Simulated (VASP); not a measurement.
Input:

```
CeO2
1.0
    0.00000     2.78646     2.78646
    2.78646     0.00000     2.78646
    2.78646     2.78646     0.00000
Ce O
1 2
Direct
  0.00000   0.00000   0.00000
  0.25000   0.25000   0.25000
  0.75000   0.75000   0.75000
```

The numbers are results of PBE GGA, VASP's PBE PAW potentials (set 64) (plane waves; VASP), not measurements. Numerical set-up: 600 eV cut-off, 6×6×6 Γ-centred mesh, Gaussian smearing of 0.050 eV, potentials Ce O.

Problem. Give the stress tensor in GPa (positive for a compressed cell).

Solution. 
```
-9.10   0.00   0.00
 0.00  -9.10   0.00
 0.00   0.00  -9.10
```
The pressure is its mean diagonal, -9.10 GPa.

The compound is CeO2 in the fluorite structure. This cell was strained or had an atom moved on purpose. The run is not spin-polarised, so no magnetic state was tried.
